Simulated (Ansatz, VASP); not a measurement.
# Ta2TiGeN4 in two plane-wave programs, part 2 of 2

Wanted: the spread between two codes on one cell, functional and k mesh. The cell is invented: As first built, before any earlier steps moved the atoms (in the runner's words): it takes the TaTiN2 structure with some of its atoms replaced by other elements, volume scaled by an estimate. It may not be a known or stable phase. The cell is taken from a series of VASP runs on this material, whose earlier steps may have relaxed, scaled or displaced it; both programs get it as it stands.

VASP 6.6.1 and Ansatz 0.2.0.

So far: Set-up; VASP: relaxation of cell and atoms, PBE.

**3. Ansatz: relaxation of cell and atoms, PBE**

Level of this step: Ansatz beside VASP: Kohn-Sham DFT, plane waves, PBE (Ansatz).

Ansatz runs on its default PAW (the set named soft_2) files.

The same cell, functional, mesh and smearing now go to Ansatz, which takes its cutoff from its data sets.

The input, input.yaml:

```yaml
crystal:
  lattice:
    - [-2.2145311916, 2.2145311916, 4.3924540087]
    - [2.2145311916, -2.2145311916, 4.3924540087]
    - [2.2145311916, 2.2145311916, -4.3924540087]
  atoms:
    - { symbol: Ta, position: [0.25, 0.75, 0.5] }
    - { symbol: Ta, position: [0.75, 0.25, 0.5] }
    - { symbol: Ge, position: [0.5, 0.5, 0.0] }
    - { symbol: Ti, position: [0.0, 0.0, 0.0] }
    - { symbol: "N", position: [0.5, 0.0, 0.5] }
    - { symbol: "N", position: [0.0, 0.5, 0.5] }
    - { symbol: "N", position: [0.745900697, 0.745900697, 0.0] }
    - { symbol: "N", position: [0.254099303, 0.254099303, 0.0] }
hamiltonian:
  xc: pbe
  pseudopotentials: { kind: paw }
kpoints:
  mp_grid: { grid: [7, 7, 7] }
scf:
  occupations: { method: fermi_dirac, width: 0.05 }
relax:
  f_tol: 0.01
  max_steps: 60
  cell: { stress_tol: 0.05 }
output:
  forces: true
  stress: true
```

Run with:

```sh
ansatz run input.yaml --threads 4 --pin off --max-ram 9216MiB --backend cpu --events-out ev --progress --plain --runs-dir out
```

Numbers of over 12 decimals in the logs are rounded to 6 here.

The log of the run:

```text
Engine: ansatz 0.2.0, x86_64-unknown-linux-gnu
Pseudopotentials: kind: paw
Pseudopotential: Ta, paw, valence charge 13, recommended cutoff 420 eV (normal), Ta.paw.azcp
Pseudopotential: Ge, paw, valence charge 14, recommended cutoff 420 eV (normal), Ge.paw.azcp
Pseudopotential: Ti, paw, valence charge 12, recommended cutoff 420 eV (normal), Ti.paw.azcp
Pseudopotential: N, paw, valence charge 5, recommended cutoff 420 eV (normal), N.paw.azcp
Functional definition: PBE
  parameter kappa = 0.804
  parameter beta = 0.066725
  exchange = pbe_x(kappa = kappa, mu = beta*pi^2/3)
  correlation = pbe_c(beta = beta)
Crystal: 8 atoms, lattice volume = 86.165 Å³
Basis set: ecut = 420 eV, 1679 PW (Γ), exchange–correlation on 80×80×80 points (8 copies of the dense FFT grid, shifted against one another)
Bands: 44, of which v1, the nominal top of the filled ones, is band 36 counted from 1 (35 counted from 0)
Symmetry: 16 space group operations
Space group: I4/mmm (ITA 139), of the structure as read, at distance tolerance 4.4e-5 Å
k-points: 40 of 343
Non-local potential: Ta, projectors of the file, l = 0: 3, l = 1: 2, l = 2: 2, l = 3: 1
Non-local potential: Ge, projectors of the file, l = 0: 2, l = 1: 2, l = 2: 3, l = 3: 1
Non-local potential: Ti, projectors of the file, l = 0: 3, l = 1: 2, l = 2: 3, l = 3: 1
Non-local potential: N, projectors of the file, l = 0: 2, l = 1: 2, l = 2: 1
PAW form: soft (Blöchl's): semilocal exchange-correlation on the pseudo side does not see the compensation charge
PAW one-centre angular grid: Ta, 590 points (default); XC on 64 Gauss nodes
PAW one-centre angular grid: Ge, 590 points (default); XC on 64 Gauss nodes
PAW one-centre angular grid: Ti, 590 points (default); XC on 64 Gauss nodes
PAW one-centre angular grid: N, 110 points (default); XC on 64 Gauss nodes
Initial density: superposition of atomic densities (neutral atoms: chi_scale 0, normalization atom), corrected by the library's trained network
Initial wavefunctions: pseudopotential atomic-orbital guess
Functional: x = pbe(κ = 0.804, μ = 0.219515), c = pbe(β = 0.066725)
SCF iter   1: F=—  HF=-28200.400138 eV  |F-HF|=—  |Δ(HF+E_count)|=         —  Δρ=8.70e-3  dr2=9.01e-2  ethr=1.77e-3  ⟨swp⟩=5.2  Hψ=6832  notcnv=0  defer=7
preconditioner: auto → Kerker (q_TF=auto, 2.648 Å⁻¹)  [metal: Δε(μ)=0.007 eV  Ē_g=12.922 eV  σ=0.050 eV  W_gap=0.03  n_scr=30 (ndim 8)  ℏωp=27.7 eV  f_vac=0.000  D(μ)=3.68/eV (n_scr^D=30)]
SCF iter   2: F=—  HF=-28200.388302 eV  |F-HF|=—  |Δ(HF+E_count)|=   1.18e-2  Δρ=4.85e-3  dr2=3.08e-2  ethr=1.25e-4  ⟨swp⟩=1.4  Hψ=2102  notcnv=0  defer=8
SCF iter   3: F=—  HF=-28200.383177 eV  |F-HF|=—  |Δ(HF+E_count)|=   5.12e-3  Δρ=1.13e-3  dr2=2.15e-3  ethr=4.27e-5  ⟨swp⟩=2.0  Hψ=2582  notcnv=0  defer=8
SCF iter   4: F=—  HF=-28200.382263 eV  |F-HF|=—  |Δ(HF+E_count)|=   9.14e-4  Δρ=4.21e-4  dr2=2.17e-4  ethr=2.99e-6  ⟨swp⟩=2.0  Hψ=2678  notcnv=0  defer=8
SCF iter   5: F=—  HF=-28200.382184 eV  |F-HF|=—  |Δ(HF+E_count)|=   7.92e-5  Δρ=1.24e-4  dr2=1.70e-5  ethr=3.01e-7  ⟨swp⟩=2.0  Hψ=2701  notcnv=0  defer=8
SCF iter   6: F=—  HF=-28200.382171 eV  |F-HF|=—  |Δ(HF+E_count)|=   1.32e-5  Δρ=2.96e-5  dr2=1.02e-6  ethr=2.36e-8  ⟨swp⟩=2.0  Hψ=2695  notcnv=0  defer=14
SCF iter   7: F=-28200.382171 eV  HF=-28200.382171 eV  |F-HF|=3.44e-8  |Δ(HF+E_count)|=   6.70e-8  Δρ=7.62e-6  dr2=6.40e-8  ethr=1.39e-10  ⟨swp⟩=3.2  Hψ=6748  notcnv=0
SCF 1 converged in 7 iterations: F = -28200.382171 eV  dr2 = 6.40e-8
  greatest PAW one-centre occupation: 0.999 electrons in one spin orbital (limit 2), on the Ta atom at site 1 (counted from 0), in its partial waves of l = 0
relax step   1: F+E_penalty+E_count = -28200.38217054 eV  Δ(F+E_penalty+E_count) = +0.000e0 eV  max|allowed force component| = 1.036e-2 eV/Å  Δτ_max = 0.0000 Å  P = -0.441 GPa  Ω = 86.165 Å³  (7 SCF iters, dr2 threshold 1.00e-7 eV, accepted)
[...]
relax step   2: F+E_penalty+E_count = -28200.38286787 eV  Δ(F+E_penalty+E_count) = -6.973e-4 eV  max|allowed force component| = 1.506e-4 eV/Å  Δτ_max = 0.0006 Å  P = +0.082 GPa  Ω = 85.996 Å³  energy of the carried Pulay correction = +5.007e-4 eV  (6 SCF iters, dr2 threshold 5.06e-7 eV, accepted)
[...]
relax step   3: F+E_penalty+E_count = -28200.38279681 eV  Δ(F+E_penalty+E_count) = +7.106e-5 eV  max|allowed force component| = 9.282e-4 eV/Å  Δτ_max = 0.0000 Å  P = +0.001 GPa  Ω = 86.022 Å³  energy of the carried Pulay correction = +4.229e-4 eV  (6 SCF iters, dr2 threshold 1.85e-8 eV, accepted)
[...]
relax step   4: F+E_penalty+E_count = -28200.38234115 eV  Δ(F+E_penalty+E_count) = +4.557e-4 eV  max|allowed force component| = 9.576e-4 eV/Å  Δτ_max = 0.0000 Å  P = -0.006 GPa  Ω = 86.022 Å³  stress off target by 9.42e-3 GPa  SCF on the basis re-selected at this cell (its energy is not comparable with the rows above)  (8 SCF iters)
basis re-selected at this cell: Δ(F+E_penalty+E_count) = +4.557e-4 eV, ΔP = -0.007 GPa vs the last step (what re-selecting the basis moved, of the pressure what is left beyond the Pulay correction that the steps carried, after the strain that the cell walked since its last selection, with what the two solves' SCF thresholds leave and, on support functions, any second-order correction that the steps lacked; it is no m [...]
SCF converged after 8 iterations
Free energy (F): -28200.382341 eV
Harris-Foulkes:  -28200.382341 eV  (|F-HF|=1.46e-11)
Internal energy: -28200.353150 eV  (E = F + TS)
E sigma→0 (E₀):  -28200.367745 eV
Entropy (-TS):   -0.029191 eV (-3.649 meV/atom)
Fermi energy:    18.073124 eV
--- Per-component energies (eV) ---
  E_band       = -274.002143
  E_kinetic    = 1641.059766
  E_local      = -4179.728059  (includes V_loc(G=0)·N_el)
  E_nonlocal   = 632.944645
  E_hartree    = 1656.375866
  E_xc         = -854.790112
  E_vxc        = -906.274884  (∫ρ·V_xc dr)
  E_paw        = -20363.248600  (= ΣΔE_a)
  E_vpaw       = -774.756551  (= ΣTr[D̂ρ^β])
  E_aug_tail   = 0.001206  (compensation charges beyond the density's cutoff)
  E_ewald      = -6732.967862
  E_smearing   = -0.029191  (= −TS)
  E_closure    = 0.000000  (closes the sum)
  Σ components = -28200.382341   (vs F -28200.382341, Δ=0.00e0)
--- Forces (eV/Å), atoms counted from 1 ---
  atom   1  Ta    -0.00000000     0.00000000    -0.00000000
  atom   2  Ta    -0.00000000     0.00000000     0.00000000
  atom   3  Ge    -0.00000000    -0.00000000    -0.00000000
  atom   4  Ti     0.00000000     0.00000000    -0.00000000
  atom   5  N      0.00000000     0.00000000     0.00000000
  atom   6  N      0.00000000    -0.00000000    -0.00000000
  atom   7  N     -0.00000000     0.00000000     0.00095761
  atom   8  N      0.00000000     0.00000000    -0.00095761
  max |Σ_I F_I| component: 5.15e-19 eV/Å
--- Stress (GPa, compression-positive) ---
       -0.009417       0.000000       0.000000
        0.000000      -0.009417      -0.000000
        0.000000      -0.000000       0.000670
  P = ⅓ Tr σ = -0.0061 GPa (-0.061 kbar)
--- Relaxed structure (3 steps of the walk, 3 accepted, 1 SCFs on fresh bases) ---
  F+E_penalty+E_count = -28200.38234115 eV   max|allowed force component| = 9.576e-4 eV/Å   (the final SCF, on the basis selected at the relaxed cell)
  cell:  # Å, volume = 86.0219 Å³
    - [-2.213260, 2.213260, 4.390202]
    - [2.213260, -2.213260, 4.390202]
    - [2.213260, 2.213260, -4.390202]
  atoms:
    - { symbol: Ta, position: [0.250000, 0.75, 0.5] }
    - { symbol: Ta, position: [0.75, 0.250000, 0.5] }
    - { symbol: Ge, position: [0.500000, 0.500000, 0] }
    - { symbol: Ti, position: [0, 0, 0] }
    - { symbol: N, position: [0.5, 0, 0.5] }
    - { symbol: N, position: [0, 0.5, 0.5] }
    - { symbol: N, position: [0.745965, 0.745965, 0] }
    - { symbol: N, position: [0.254035, 0.254035, 0] }
```

It took 14 s on 4 threads of Intel Xeon Platinum 8375C at 2.90GHz (Ice Lake), shared host; peak memory 0.6 GiB.

**4. Differences**

Known differences besides the potentials themselves: both relaxations stop at a tolerance, which leaves soft axes loose, and VASP keeps its plane-wave basis; the data sets hold 72 valence electrons in Ansatz (default PAW (the set named soft_2) files) and 68 in VASP; the cutoff is 420 eV in Ansatz and 520 eV in VASP; VASP leaves aspherical gradient terms in its spheres out (LASPH is not set), Ansatz keeps them; Ansatz adds a Pulay correction to the stress that steers its cell, VASP none. Total energies have different zeros and are not compared.

Compared:

| quantity | Ansatz | VASP | difference |
| --- | --- | --- | --- |
| volume (Å³) | 86.02 | 86.16 | -0.17 % |
| edge a after relaxation, in the typed setting (Å) | 5.392 | 5.395 | -0.05 % |

The walks stopped with -0.01 GPa left in Ansatz and 0.00 GPa in VASP; each walk ends within a tolerance, so the volume difference is uncertain by about these residues over the bulk modulus, most in soft cells.

**5. Outcome**

```json
{
  "difference in volume (relaxation of cell and atoms, PBE)": "-0.17 %"
}
```

In words: The difference in volume is -0.17 % (relaxation of cell and atoms, PBE), within the 1.2 % picked in this series as the mark of a large difference, as far as the stopping tolerances let one tell. Such differences can come from data sets, numerical settings and the points named under the comparisons, not from the functional's error against experiment.

[Lines on the potential files, build, host, timing and source positions are cut from VASP's logs without a mark.]

[Logs are printed without paths, hosts, clocks, repeated set-up lines and the standing remarks that a program may print on its own settings, such as how far it seeks lower states.]

[Hosts, paths, dates, database ids (printed as entryN), source tags and the programs' standing remarks are cut or masked in the printed files.]
